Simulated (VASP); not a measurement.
# Be3Te2Se (Imm2) in VASP: phonons with PBE

Aim: the phonons of Be3Te2Se with PBE.

Program: VASP 6.6.1. These are calculated values, not measurements. Logs are shortened: lines on timing, memory, paths and dates and some standing lists are left out, and cuts for length are marked.

## (1) The structure

The structure is orthorhombic, space group Imm2 (No. 44). Conventional cell: a = 3.899 Å, b = 11.689 Å, c = 5.501 Å, α = 90.00°, β = 90.00°, γ = 90.00°. Be (site symmetry m) is surrounded by 1 Se at 2.25 Å and 3 Te at 2.43 to 2.46 Å. Around Be (site symmetry mm2) lie 2 Se at 2.31 Å and 2 Te at 2.45 Å. Around Te (site symmetry m) lie 4 Be at 2.43 to 2.46 Å. Se (site symmetry mm2) is surrounded by 4 Be at 2.25 to 2.31 Å.

The cell was built by a generator and needn't be a form met in nature.

## (2) Phonons, PBE

Input file POSCAR:

```
Be3Te2Se
1.0
   -1.9494800000      5.8446100000      2.7503100000
    1.9494800000     -5.8446100000      2.7503100000
    1.9494800000      5.8446100000     -2.7503100000
Be Te Se
3 2 1
Direct
    0.6062970000      0.7630470000      0.8432500000
    0.9197960000      0.7630470000      0.1567500000
    0.2245800000      0.7245800000      0.5000000000
    0.6644610000      0.9995180000      0.6649430000
    0.3345760000      0.9995180000      0.3350570000
    0.0000150000      0.0000150000      0.0000000000
```

Input file INCAR.step1:

```
SYSTEM = Be3Te2Se
  ALGO = Normal
  EDIFF = 1E-8
  EDIFFG = -0.002
  ENCUT = 520
  GGA = PE
  IBRION = 2
  ISIF = 3
  ISMEAR = 0
  KPAR = 8
  LASPH = .TRUE.
  LCHARG = .FALSE.
  LREAL = .FALSE.
  LWAVE = .FALSE.
  NELM = 80
  NSW = 40
  PREC = Accurate
  SIGMA = 0.03
```

Input file INCAR.step2:

```
SYSTEM = Be3Te2Se
  ALGO = Normal
  EDIFF = 1E-8
  ENCUT = 520
  GGA = PE
  IBRION = 6
  ISIF = 2
  ISMEAR = 0
  KPAR = 8
  LASPH = .TRUE.
  LCHARG = .FALSE.
  LREAL = .FALSE.
  LWAVE = .FALSE.
  NELM = 80
  NFREE = 2
  NSW = 1
  POTIM = 0.015
  PREC = Accurate
  SIGMA = 0.03
```

Input file KPOINTS:

```
k-points
0
G
  8 8 8
  0 0 0
```

Potentials or basis: VASP PAW PBE potentials, release 64 (Be, Te, Se).

Command:

```
$ cat potpaw_PBE.64/Be/POTCAR potpaw_PBE.64/Te/POTCAR potpaw_PBE.64/Se/POTCAR > POTCAR
$ cp INCAR.step1 INCAR
$ mpirun -np 8 vasp_std > vasp.out
$ cp CONTCAR POSCAR
$ cp INCAR.step2 INCAR
$ mpirun -np 8 vasp_std > vasp.out
```

OUTCAR:

```text
SYSTEM = Be3Te2Se
   EDIFF = 1E-8
   ENCUT = 520
   GGA = PE
   IBRION = 6
   ISIF = 2
   ISMEAR = 0
   LASPH = .TRUE.
   LREAL = .FALSE.
   NELM = 80
   NFREE = 2
   NSW = 1
   POTIM = 0.015
   PREC = Accurate

 ion  position               nearest neighbor table
   1  0.606  0.763  0.843-   6 2.25   5 2.43   5 2.43   4 2.46
   2  0.920  0.763  0.157-   6 2.25   4 2.43   4 2.43   5 2.46
   3  0.225  0.725  0.500-   6 2.31   6 2.31   5 2.45   4 2.45
   4  0.664  0.999  0.665-   2 2.43   2 2.43   3 2.45   1 2.46
   5  0.335  0.999  0.335-   1 2.43   1 2.43   3 2.45   2 2.46
   6  0.000  0.000  0.000-   2 2.25   1 2.25   3 2.31   3 2.31

  LATTYP: Found a body centered orthorhombic cell.
 ALAT       =     3.8994988547
 B/A-ratio  =     1.4106374117
 C/A-ratio  =     2.9973581672

  Lattice vectors:

 A1 = (   1.9497494273,  -5.8440973700,  -2.7503894857)
 A2 = (  -1.9497494273,  -5.8440973700,   2.7503894857)
 A3 = (  -1.9497494273,   5.8440973700,  -2.7503894857)

Analysis of symmetry for initial positions (statically):
=====================================================================
 Subroutine PRICEL returns:
 Original cell was already a primitive cell.

 Routine SETGRP: Setting up the symmetry group for a
 body centered orthorhombic supercell.

 Subroutine GETGRP returns: Found  4 space group operations
 (whereof  4 operations were pure point group operations)
 out of a pool of  8 trial point group operations.

The static configuration has the point symmetry C_2v.

Analysis of symmetry for dynamics (positions and initial velocities):
=====================================================================
 Subroutine PRICEL returns:
 Original cell was already a primitive cell.

 Routine SETGRP: Setting up the symmetry group for a
 body centered orthorhombic supercell.

 Subroutine GETGRP returns: Found  4 space group operations
 (whereof  4 operations were pure point group operations)
 out of a pool of  8 trial point group operations.

The dynamic configuration has the point symmetry C_2v.

 Subroutine INISYM returns: Found  4 space group operations
 (whereof  4 operations are pure point group operations),
 and found     1 'primitive' translations

----------------------------------------------------------------------------------------

                                     Primitive cell

  volume of cell :     125.3575

  direct lattice vectors                    reciprocal lattice vectors
    -1.949749427  5.844097370  2.750389486     0.000000000  0.085556412  0.181792434
     1.949749427 -5.844097370  2.750389486     0.256443209  0.000000000  0.181792434
     1.949749427  5.844097370 -2.750389486     0.256443209  0.085556412  0.000000000

  length of vectors
     6.746824381  6.746824381  6.746824381     0.200918861  0.314343138  0.270338712

  position of ions in fractional coordinates (direct lattice)
     0.606316255  0.763017362  0.843298893
     0.919717469  0.763017362  0.156701107
     0.224690368  0.724690368  0.500000000
     0.664428035  0.999464949  0.664963087
     0.334502862  0.999464949  0.335036913
     0.000070011  0.000070011  0.000000000

  ion indices of the primitive-cell ions
   primitive index   ion index
                 1           1
                 2           2
                 3           3
                 4           4
                 5           5
[... 89 lines left out ...]
   EFERMI_NEDOS =   21; number of points for ismear=-14 and -15
   IALGO  =     38    algorithm
   IMIX   =      4    mixing-type and parameters
     AMIX     =   0.40;   BMIX     =  1.00
     AMIX_MAG =   1.60;   BMIX_MAG =  1.00
  volume/ion in A,a.u.               =      20.89       140.99
  Fermi-wavevector in a.u.,A,eV,Ry     =   0.943543  1.783038 12.112909  0.890274
  Thomas-Fermi vector in A             =   2.071261
   LORBIT       =      0    0 simple, 1 ext, 2 COOP (PROOUT), +10 PAW based schemes
   GGA     = PE    functional components
   LHFCALC =     F    Hartree Fock is set to
   AEXX    =    0.0000 exact exchange contribution
   IVDW    =     0    specifies the selected vdW correction
   LEPSILON=     F    determine dielectric tensor
   LRPA    =     F    only Hartree local field effects (RPA)
 finite differences with symmetry
 non-spin polarized calculation
 Gauss-broadening in eV      SIGMA  =   0.03
  energy-cutoff  :      520.00
  volume of cell :      125.36
 maximum number of plane-waves:      3406
   NGX = 25   NGY = 25   NGZ = 25

--------------------------------------- Ionic step        1  -------------------------------------------

 number of electron      24.0000000 magnetization

 Free energy of the ion-electron system (eV)
  ---------------------------------------------------
  ext. energy  EPLUGINS =         0.00000000
  ---------------------------------------------------
  free energy    TOTEN  =       -23.96701379 eV

  energy without entropy =      -23.96701379  energy(sigma->0) =      -23.96701379

------------------------ aborting loop because EDIFF is reached ----------------------------------------

  FORCE on cell =-STRESS in cart. coord.  units (eV):
  Direction    XX          YY          ZZ          XY          YZ          ZX
  --------------------------------------------------------------------------------------
  -------------------------------------------------------------------------------------
  Total       -0.0025061      0.0029168      0.0002215      0.0000000      0.0000000      0.0000000
  in kB       -0.0320307      0.0372789      0.0028306      0.0000000      0.0000000      0.0000000
  external PRESSURE =       0.0026929 kB  Pullay stress =       0.0000000 kB
[... 101 lines left out ...]
  FREE ENERGIE OF THE ION-ELECTRON SYSTEM (eV)
  ---------------------------------------------------
  free  energy   TOTEN  =       -23.9662768914 eV

  energy  without entropy=      -23.9662768914  energy(sigma->0) =      -23.96627689

[... ionic steps 4 to 22 ...]

--------------------------------------- Ionic step       23  -------------------------------------------

 number of electron      23.9999999 magnetization

------------------------ aborting loop because EDIFF is reached ----------------------------------------
[... 75 lines left out ...]
--------------------------------------- Ionic step       25  -------------------------------------------

 number of electron      23.9999999 magnetization

 Free energy of the ion-electron system (eV)
  ---------------------------------------------------
  ext. energy  EPLUGINS =         0.00000000
  ---------------------------------------------------
  free energy    TOTEN  =       -23.96597468 eV

  energy without entropy =      -23.96597468  energy(sigma->0) =      -23.96597468

 E-fermi :   4.7413     XC(G=0):  -9.1050

 val. band max:        4.6142910440   @ k =   0.0000   0.0000   0.0000
 cond. band min:       6.5542757512   @ k =   0.5000   0.5000   0.5000
 fundamental gap:      1.9399847072
 Fermi energy:         4.7413056299

 k-point     1 :       0.0000    0.0000    0.0000
  band No.  band energies     occupation
      1      -8.7986      2.00000
      2      -6.8614      2.00000
      3      -5.8103      2.00000
      4      -0.2161      2.00000
      5      -0.1300      2.00000
      6       0.4524      2.00000
[... 433 lines left out ...]
      3      -5.9567      2.00000
      4      -0.8110      2.00000
      5      -0.2433      2.00000
      6      -0.0565      2.00000
[... 8 lines left out ...]
     15       8.9141      0.00000
     16       9.1962      0.00000

 [... further k-points ...]
[... 5 lines left out ...]
  --------------------------------------------------------------------------------------
  -------------------------------------------------------------------------------------
  Total       -0.0437063      0.0716083      0.0198469      0.0000000      0.0000000      0.0000000
  in kB       -0.5586042      0.9152157      0.2536608      0.0000000      0.0000000      0.0000000
  external PRESSURE =       0.2034241 kB  Pullay stress =       0.0000000 kB
[... 21 lines left out ...]
  FREE ENERGIE OF THE ION-ELECTRON SYSTEM (eV)
  ---------------------------------------------------
  free  energy   TOTEN  =       -23.9659746821 eV

  energy  without entropy=      -23.9659746821  energy(sigma->0) =      -23.96597468

 INTERNAL STRAIN TENSORS FROM DISPLACED ATOMS
 ============================================

 INTERNAL STRAIN TENSOR FOR ION    1 for displacements in x,y,z  (eV/Angst):
          X           Y           Z          XY          YZ          ZX
  --------------------------------------------------------------------------------
  x     0.00000     0.00000     0.00000    -0.16949     0.00000    -4.90323
  y     0.08140     0.05379    -0.02196     0.00000     4.11628     0.00000
  z    -4.58317     4.01653    -0.61244     0.00000     0.20975     0.00000

 INTERNAL STRAIN TENSOR FOR ION    6 for displacements in x,y,z  (eV/Angst):
          X           Y           Z          XY          YZ          ZX
  --------------------------------------------------------------------------------
  x     0.00000     0.00000     0.00000     0.00000     0.00000     1.85277
  y     0.00000     0.00000     0.00000     0.00000    -4.39391     0.00000
  z     2.89788    -4.40597    -1.29224     0.00000     0.00000     0.00000

 Eigenvectors and eigenvalues of the dynamical matrix
 ----------------------------------------------------

   1 f  =   15.122783 THz    95.019246 2PiTHz  504.441733 cm-1    62.542776 meV
             X         Y         Z           dx          dy          dz
      1.949749  4.012544  1.446800     0.000000    0.324183    0.499910
      0.000002  1.831547  4.197187     0.000000   -0.324183    0.499910
      1.949749  0.000000  1.235972     0.000000    0.000000   -0.530021
      1.949749  1.928121  2.747446    -0.000000    0.037157   -0.041191
      1.949747 -1.928115  2.747449    -0.000000   -0.037157   -0.041191
      0.000000  0.000000  0.000385    -0.000000   -0.000000   -0.053971
[... 145 lines left out ...]
  18 f/i=    0.000583 THz     0.003660 2PiTHz    0.019433 cm-1     0.002409 meV
             X         Y         Z           dx          dy          dz
      1.949749  4.012544  1.446800     0.157936    0.000000    0.000000
      0.000002  1.831547  4.197187     0.157936    0.000000    0.000000
      1.949749  0.000000  1.235972     0.157999    0.000000    0.000000
      1.949749  1.928121  2.747446     0.594350    0.000000    0.000000
      1.949747 -1.928115  2.747449     0.594350    0.000000    0.000000
      0.000000  0.000000  0.000385     0.467594    0.000000    0.000000

 ELASTIC MODULI CONTR FROM IONIC RELAXATION (kBar)
 Direction    XX          YY          ZZ          XY          YZ          ZX
 --------------------------------------------------------------------------------
 XX         -93.4924     91.1691     -3.7921     -0.0000      0.0000     -0.0000
 YY          91.1691    -96.3812     -3.1425      0.0000     -0.0000      0.0000
 ZZ          -3.7921     -3.1425     -6.5235     -0.0000      0.0000      0.0000
 XY          -0.0000      0.0000     -0.0000     -0.1362      0.0000     -0.0000
 YZ           0.0000     -0.0000      0.0000      0.0000    -96.3578     -0.0000
 ZX          -0.0000      0.0000      0.0000      0.0000     -0.0000    -97.2632
 --------------------------------------------------------------------------------
```

Wall time 17 min (8 MPI ranks of AMD EPYC 9R45 (Zen 5), shared host); peak memory 1.1 GiB.

What came out:

```yaml
Highest_phonon_frequency_at_Γ_LO-TO_splitting_left_out: 504 cm⁻¹
```

Phonon frequencies in cm⁻¹ (negative: imaginary):
| q point | frequencies |
| --- | --- |
| (0.000, 0.000, 0.000) | 0 0 0 92 112 137 137 164 166 387 435 437 445 462 464 469 492 504 |

Spin-orbit coupling is left out, which matters for the levels of Te.
